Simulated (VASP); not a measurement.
These are PBEsol GGA, VASP's PBE PAW potentials (set 64) (plane waves; VASP) values and carry that method's errors.

The input files of a VASP run:

INCAR:
```
SYSTEM = BeCd3Se4
PREC = Accurate
ENCUT = 400
EDIFF = 1E-7
NELM = 100
ALGO = Normal
LREAL = .FALSE.
LASPH = .TRUE.
ISMEAR = 0
SIGMA = 0.05
GGA = PS
LMAXMIX = 4
LWAVE = .FALSE.
LCHARG = .FALSE.
LORBIT = 11
ICHARG = 11
```

### KPOINTS
```
k-points along high-symmetry lines
8
Line-mode
Reciprocal
  0.000000   0.000000   0.000000 ! GAMMA
 -0.500000  -0.500000   0.000000 ! Y

 -0.500000  -0.500000   0.000000 ! Y
 -0.625000  -0.375000   0.000000 ! C_0

 -0.375000   0.375000   0.000000 ! SIGMA_0
  0.000000   0.000000   0.000000 ! GAMMA

  0.000000   0.000000   0.000000 ! GAMMA
  0.500000   0.500000   0.500000 ! Z

  0.500000   0.500000   0.500000 ! Z
  0.125000   0.875000   0.500000 ! A_0

 -0.125000   0.125000   0.500000 ! E_0
  0.000000   0.000000   0.500000 ! T

  0.000000   0.000000   0.500000 ! T
 -0.500000  -0.500000   0.000000 ! Y

  0.000000   0.000000   0.000000 ! GAMMA
 -0.500000   0.000000   0.000000 ! S

 -0.500000   0.000000   0.000000 ! S
  0.000000   0.500000   0.500000 ! R

  0.000000   0.500000   0.500000 ! R
  0.500000   0.500000   0.500000 ! Z

  0.500000   0.500000   0.500000 ! Z
  0.000000   0.000000   0.500000 ! T
```

POSCAR:
```
BeCd3Se4
1
   -0.0195687935     5.8304316191     5.8834719564
    5.8304316191    -0.0195687935     5.8834719564
    2.9054314128     2.9054314128     0.0000000000
Cd Se Be
3 4 1
Direct
  0.9954345900   0.9954345900   0.0091308200
  0.9936846331   0.5068224730   0.9994928938
  0.5068224730   0.9936846331   0.9994928938
  0.1260395235   0.1260395235   0.2479209529
  0.1647808019   0.6115038011   0.2237153970
  0.6115038011   0.1647808019   0.2237153970
  0.6028184589   0.6028184589   0.2943630822
  0.4989157185   0.4989157185   0.0021685632
```

POTCAR, in this order: Cd Se Be (PBE.64 set). Program: vasp_std. Read from the step before: CHGCAR.

The run wrote:

### OSZICAR
```
       N       E                     dE             d eps       ncg     rms          rms(c)
DAV:   1     0.359482817369E+03    0.35948E+03   -0.25513E+04  6520   0.122E+03
DAV:   2    -0.384875445141E+01   -0.36333E+03   -0.35404E+03  7552   0.319E+02
DAV:   3    -0.262184760678E+02   -0.22370E+02   -0.22153E+02  7711   0.786E+01
DAV:   4    -0.265336831241E+02   -0.31521E+00   -0.31465E+00  7600   0.843E+00
DAV:   5    -0.265377496095E+02   -0.40665E-02   -0.40659E-02  7636   0.824E-01
DAV:   6    -0.265378075099E+02   -0.57900E-04   -0.57897E-04  7664   0.913E-02
DAV:   7    -0.265378087886E+02   -0.12787E-05   -0.12787E-05  7700   0.119E-02
DAV:   8    -0.265378088086E+02   -0.20000E-07   -0.20059E-07  6367   0.151E-03
   1 F= -.26537809E+02 E0= -.26537809E+02  d E =-.964805E-16
```

**OUTCAR**
```
 val. band max:        1.5255900820   @ k =   0.0000   0.0000   0.0000

 cond. band min:       2.3428744182   @ k =   0.0000   0.0000   0.0000



 k-point     1 :       0.0000    0.0000    0.0000
  band No.  band energies     occupation
      1     -11.5595      2.00000
      2     -10.9495      2.00000
      3     -10.9106      2.00000
      4     -10.7292      2.00000
      5      -6.5541      2.00000
      6      -6.5539      2.00000
      7      -6.5479      2.00000
      8      -6.4574      2.00000
      9      -6.3897      2.00000
     10      -6.3836      2.00000
     11      -6.3694      2.00000
     12      -6.2470      2.00000
     13      -6.1896      2.00000
     14      -6.1867      2.00000
     15      -6.1539      2.00000
     16      -6.1293      2.00000
     17      -6.0999      2.00000
     18      -6.0799      2.00000
     19      -5.8257      2.00000
     20      -3.5143      2.00000
     21      -3.3648      2.00000
     22      -2.9442      2.00000
     23      -0.9883      2.00000
     24      -0.7990      2.00000
     25       0.2558      2.00000
     26       0.4365      2.00000
     27       0.4952      2.00000
     28       0.8595      2.00000
     29       1.3105      2.00000
     30       1.3507      2.00000
     31       1.5256      2.00000
     32       2.3429      0.00000
     33       3.8285      0.00000
     34       3.9513      0.00000
     35       4.3210      0.00000
     36       5.0874      0.00000
     37       6.5968      0.00000

 k-point     2 :      -0.0714   -0.0714    0.0000
  band No.  band energies     occupation
      1     -11.5518      2.00000
      2     -10.9506      2.00000
      3     -10.9114      2.00000
      4     -10.7371      2.00000
      5      -6.5526      2.00000
      6      -6.5513      2.00000
      7      -6.5453      2.00000
      8      -6.4565      2.00000
      9      -6.3913      2.00000
     10      -6.3847      2.00000
     11      -6.3697      2.00000
     12      -6.2507      2.00000
...
```

The density is held fixed in this step, so its total energy and stress have no physical meaning.

The structure was generated: BeCd3Se4 was put into an ordered model structure (Amm2), which need not be its known phase. It was relaxed first.
